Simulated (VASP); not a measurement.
```
GaSb
1.0
    0.00000     3.04494     3.04494
    3.04494     0.00000     3.04494
    3.04494     3.04494     0.00000
Ga Sb
1 1
Direct
  0.00000   0.00000   0.00000
  0.25000   0.25000   0.25000
```

Level of theory: PW91 GGA, VASP's PBE PAW potentials (set 64) (plane waves; VASP). Numerical set-up: 520 eV cut-off, 10×10×10 Γ-centred mesh, first-order Methfessel-Paxton smearing of 0.10 eV, potentials Ga_d Sb.

Question: Give the stress tensor in GPa (positive for a compressed cell).

Answer: 
```
3.14  0.00  0.00
0.00  3.14  0.00
0.00  0.00  3.14
```
The pressure is its mean diagonal, 3.14 GPa.

The compound is GaSb in the zinc blende structure. This cell is one point of a volume scan, at 0.94 of the reference volume.
